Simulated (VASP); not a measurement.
A run of VASP 6.6.1:

File INCAR:

```
ALGO = Normal
EDIFF = 1E-7
ENCUT = 520
GGA = PS
ISIF = 2
ISMEAR = -1
LASPH = T
LCHARG = T
LELF = T
LREAL = F
LVHAR = T
LWAVE = F
NBANDS = 26
NELM = 80
PREC = Accurate
SIGMA = 0.05
```

Contents of KPOINTS:

```
k-points
0
Gamma
  6 6 5
```

File POSCAR:

```
CdHgSe2
1.0
    4.3642254000      0.0000000000      0.0000000000
    0.0000000000      4.3642254000      0.0000000000
    0.0000000000      0.0000000000      6.1592420300
Hg Cd Se
1 1 2
Direct
    0.0000000000      0.0000000000      0.0000000000
    0.5000000000      0.5000000000      0.5000000000
    0.5000000000      0.0000000000      0.7469913600
    0.0000000000      0.5000000000      0.2530086400
```

Potentials or basis: VASP PAW PBE potentials, release 64 (Hg, Cd, Se).

Command:

```bash
$ cat potpaw_PBE.64/Hg/POTCAR potpaw_PBE.64/Cd/POTCAR potpaw_PBE.64/Se/POTCAR > POTCAR
$ mpirun -np 1 vasp_std > vasp.out
```

Hardware: 1 thread of AMD EPYC 9R14 (Zen 4) (shared host).

Problem. Estimate the wall time of this run.

Solution. Run time: 52 s on 1 thread of AMD EPYC 9R14 (Zen 4) (shared host), peak memory 0.24 GiB. Counts: scf iterations 15, k points 30.
